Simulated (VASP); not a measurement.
Elastic constants (GPa) of a crystal from VASP with r2SCAN meta-GGA, VASP's PBE PAW potentials (set 64):

```tsv
	xx	yy	zz	yz	xz	xy
xx	190.9	151.2	151.2	0.0	0.0	0.0
yy	151.2	190.9	151.2	0.0	0.0	0.0
zz	151.2	151.2	190.9	0.0	0.0	0.0
yz	0.0	0.0	0.0	94.5	0.0	0.0
xz	0.0	0.0	0.0	0.0	94.5	0.0
xy	0.0	0.0	0.0	0.0	0.0	94.5
```

Finite-difference elastic constants of metals are sensitive to mesh and smearing; shear constants can be off by tens of GPa.

Problem. Work out the Voigt, Reuss and Hill moduli, Young's modulus and Poisson's ratio.

Solution. All eigenvalues are positive (smallest 39.7 GPa), so the crystal is stable. K_V = (C11+C22+C33+2(C12+C13+C23))/9 = (572.7 + 2×453.6)/9 = 164.4 GPa; G_V = (572.7 − 453.6 + 3×283.5)/15 = 64.6 GPa. From the compliances, K_R = 164.4 GPa and G_R = 37.7 GPa. Hill: K = 164.4 GPa, G = 51.2 GPa, E = 9KG/(3K+G) = 139.1 GPa, ν = (3K−2G)/(2(3K+G)) = 0.359. K/G = 3.21, above Pugh's 1.75; universal anisotropy A^U = 3.56.

Problem. With a density of 9.22 g/cm³, what are the mean sound speeds?

Solution. v_l = √((K+4G/3)/ρ) = 5.02 km/s and v_t = √(G/ρ) = 2.36 km/s. The crystal is Cu (fcc), cubic.

The compound is Cu in the fcc structure. It was relaxed first.
